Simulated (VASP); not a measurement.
An input for Ansatz (written as the equivalent of a VASP run, and not itself run):

Ansatz 0.2 input:
```yaml
crystal:
  lattice:
    - [4.4000000, 0.0000000, 0.0000000]
    - [0.0000000, 4.4000000, 0.0000000]
    - [0.0000000, 0.0000000, 2.8700000]
  atoms:
    - { symbol: Mn, position: [0.0000000, 0.0000000, 0.0000000], spin: 3 }
    - { symbol: Mn, position: [0.5000000, 0.5000000, 0.5000000], spin: -3 }
    - { symbol: O, position: [0.3050000, 0.3050000, 0.0000000] }
    - { symbol: O, position: [0.8050000, 0.1950000, 0.5000000] }
    - { symbol: O, position: [0.1950000, 0.8050000, 0.5000000] }
    - { symbol: O, position: [0.6950000, 0.6950000, 0.0000000] }
kpoints:
  mp_grid: { grid: [3, 3, 5] }
hamiltonian:
  xc: pbesol
  pseudopotentials: { kind: paw }
magnetization: { spin_polarized: true }
scf:
  occupations: { method: fermi_dirac, width: 0.01 }
  max_iter: 100
output: { forces: true, stress: true, eigenvalues: true }
```

Task: Write the VASP files for the same calculation (PBEsol).

Result: One answer among several that fit: 
### POSCAR
```
MnO2
4.40
  1.0000000000   0.0000000000   0.0000000000
  0.0000000000   1.0000000000   0.0000000000
  0.0000000000   0.0000000000   0.6522727273
Mn O
2 4
Cartesian
  0.0000000000   0.0000000000   0.0000000000
  0.5000000000   0.5000000000   0.3261363636
  0.3050000000   0.3050000000   0.0000000000
  0.8050000000   0.1950000000   0.3261363636
  0.1950000000   0.8050000000   0.3261363636
  0.6950000000   0.6950000000   0.0000000000
```

INCAR:
```
! general
SYSTEM   =  MnO2
PREC     =  Accurate
ENCUT    =  400
LREAL    =  .FALSE.
LASPH    =  .TRUE.

! electronic loop
EDIFF    =  1E-6
NELM     =  100
ALGO     =  Normal
LMAXMIX  =  4

! smearing
ISMEAR   =  -1
SIGMA    =  0.01

! functional
GGA      =  PS

! spin
ISPIN    =  2
MAGMOM   =  3.0 -3.0 4*0.0

! ions
ISIF     =  2

! output
LWAVE    =  .FALSE.
LCHARG   =  .FALSE.
LORBIT   =  11
```

**KPOINTS**
```
Automatic
0
G
3 3 5
0 0 0
```

POTCAR, in this order: Mn_pv O (PBE.64 set). Program: vasp_std.

Limits of the translation: each code has its own PAW files, so the cut-off isn't converted (ENCUT is set for VASP's; basis.ecutwfc is left out, and Ansatz then takes the one that its files recommend); Ansatz stops its SCF on the density residual and VASP on the energy change (EDIFF).

The structure is a typed MnO2 crystal. The cell was not relaxed at this level. The k-mesh is coarse (spacing up to 0.48 per Å, 2π included), so the numbers may not be converged in it. The run is one of a series of settings (GGA = PS, POTCAR Mn_pv O (PBE.64 set) against the base run), some of them coarse on purpose.
